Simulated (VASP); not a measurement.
An input for Quantum ESPRESSO's pw.x (written as the equivalent of a VASP run, and not itself run):

```
&CONTROL
  calculation = 'scf'
  pseudo_dir = './pseudo'
  outdir = './out'
  tprnfor = .true.
  tstress = .true.
/
&SYSTEM
  ibrav = 0
  nat = 2
  ntyp = 2
  ecutwfc = 102
  occupations = 'smearing'
  smearing = 'gaussian'
  degauss = 0.003675
  input_dft = 'pbe'
/
&ELECTRONS
  conv_thr = 7.3e-08
  electron_maxstep = 100
/
ATOMIC_SPECIES
  Cd 112.414 Cd.upf
  Te 127.600 Te.upf
CELL_PARAMETERS angstrom
     0.0000000    3.2400000    3.2400000
     3.2400000    0.0000000    3.2400000
     3.2400000    3.2400000    0.0000000
ATOMIC_POSITIONS crystal
  Cd   0.0000000  0.0000000  0.0000000
  Te   0.2500000  0.2500000  0.2500000
K_POINTS automatic
  6 6 6 0 0 0
```

Task: Write the VASP files for the same calculation (PBE).

Result: Several could match; the one computed here: 
File POSCAR:
```
CdTe
4.5820520
  0.0000000000   0.7071067722   0.7071067722
  0.7071067722   0.0000000000   0.7071067722
  0.7071067722   0.7071067722   0.0000000000
Cd Te
1 1
Cart
  0.0000000000   0.0000000000   0.0000000000
  0.3535533861   0.3535533861   0.3535533861
```

**INCAR**
```
ISMEAR  =  0   ! Gaussian
GGA  =  PE   ! PBE
LMAXMIX  =  4   ! l cut-off of mixed one-centre charges
LASPH  =  .TRUE.
LCHARG  =  .FALSE.
PREC  =  Accurate
EDIFF  =  1E-6
ISIF  =  2   ! forces and stress, cell fixed
LWAVE  =  .FALSE.
LREAL  =  .FALSE.   ! projection in real space or not
SYSTEM  =  CdTe
ENCUT  =  400   ! plane-wave cut-off (eV)
NELM  =  100
ALGO  =  Normal   ! blocked Davidson
SIGMA  =  0.05
```

**KPOINTS**
```
Automatic mesh
0
G
6 6 6
```

POTCAR, in this order: Cd Te (PBE.64 set). Program: vasp_std.

The two are equivalent in intent, not identical: the potentials are each code's own (VASP's PAW set, PseudoDojo norm-conserving files in pw.x), so ENCUT and ecutwfc are chosen apart and not converted; conv_thr bounds pw.x's estimated SCF error, while EDIFF bounds the energy change between steps.

The compound is CdTe in the zinc blende structure. The cell was not relaxed at this level.
